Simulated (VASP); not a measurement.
Calculation: PBE GGA, VASP's PBE PAW potentials (set 64) (plane waves; VASP 6.6.1).

The input files of a VASP run:

**INCAR**
```
SYSTEM  =  Si
PREC  =  Accurate; ENCUT  =  300; LREAL  =  F
LASPH  =  T
EDIFF  =  1E-6; NELM  =  100; ALGO  =  Normal
ISMEAR  =  -1; SIGMA  =  0.01
GGA  =  PE
ISIF  =  2
LWAVE  =  F; LCHARG  =  F
```

File POSCAR:
```
Si
1.0
  0.0000000000   2.7155000000   2.7155000000
  2.7155000000   0.0000000000   2.7155000000
  2.7155000000   2.7155000000   0.0000000000
Si
2
Cart
  0.0000000000   0.0000000000   0.0000000000
  1.3577500000   1.3577500000   1.3577500000
```

### KPOINTS
```
Automatic mesh
0
Gamma
7 7 7
0 0 0
```

POTCAR, in this order: Si (PBE.64 set). Program: vasp_std.

Output of the run:

**OSZICAR**
```
       N       E                     dE             d eps       ncg     rms          rms(c)
DAV:   1     0.225530212373E+01    0.22553E+01   -0.25337E+03   320   0.498E+02
DAV:   2    -0.108597534750E+02   -0.13115E+02   -0.12297E+02   512   0.687E+01
DAV:   3    -0.110098119186E+02   -0.15006E+00   -0.15006E+00   376   0.905E+00
DAV:   4    -0.110105045283E+02   -0.69261E-03   -0.69261E-03   560   0.666E-01
DAV:   5    -0.110105046783E+02   -0.14995E-06   -0.14983E-06   368   0.856E-03    0.500E+00
DAV:   6    -0.108850322039E+02    0.12547E+00   -0.82623E-02   416   0.150E+00    0.307E+00
DAV:   7    -0.108278032170E+02    0.57229E-01   -0.15653E-01   392   0.219E+00    0.194E-01
DAV:   8    -0.108288704340E+02   -0.10672E-02   -0.38532E-03   360   0.464E-01    0.740E-02
DAV:   9    -0.108290708020E+02   -0.20037E-03   -0.19613E-04   464   0.107E-01    0.563E-02
DAV:  10    -0.108290968308E+02   -0.26029E-04   -0.30470E-05   352   0.411E-02    0.900E-03
DAV:  11    -0.108290965571E+02    0.27362E-06   -0.52788E-07   456   0.510E-03
   1 F= -.10829097E+02 E0= -.10829097E+02  d E =-.487638E-12
```

OUTCAR:
```
------------------------ aborting loop because EDIFF is reached ----------------------------------------
  FORCE on cell =-STRESS in cart. coord.  units (eV):
  Direction    XX          YY          ZZ          XY          YZ          ZX
  --------------------------------------------------------------------------------------
  Total        0.4608526      0.4608526      0.4608526     -0.0000000     -0.0000000     -0.0000000
  in kB       18.4371254     18.4371254     18.4371254     -0.0000000     -0.0000000     -0.0000000
  external PRESSURE =      18.4371254 kB  Pullay stress =       0.0000000 kB
  volume of cell :       40.05
      direct lattice vectors                 reciprocal lattice vectors
     0.000000000  2.715500000  2.715500000    -0.184128153  0.184128153  0.184128153
     2.715500000  0.000000000  2.715500000     0.184128153 -0.184128153  0.184128153
     2.715500000  2.715500000  0.000000000     0.184128153  0.184128153 -0.184128153
 POSITION                                       TOTAL-FORCE (eV/Angst)
 -----------------------------------------------------------------------------------
      0.00000      0.00000      0.00000        -0.000000      0.000000      0.000000
      1.35775      1.35775      1.35775         0.000000     -0.000000     -0.000000
 -----------------------------------------------------------------------------------
    total drift:                               -0.000000     -0.000000      0.000000
  FREE ENERGIE OF THE ION-ELECTRON SYSTEM (eV)
  ---------------------------------------------------
  free  energy   TOTEN  =       -10.8290965571 eV

  energy  without entropy=      -10.8290965571  energy(sigma->0) =      -10.82909656
```
(Selected blocks of OUTCAR.)

The structure is a typed Si crystal (Fd-3m). The cell was not relaxed at this level.
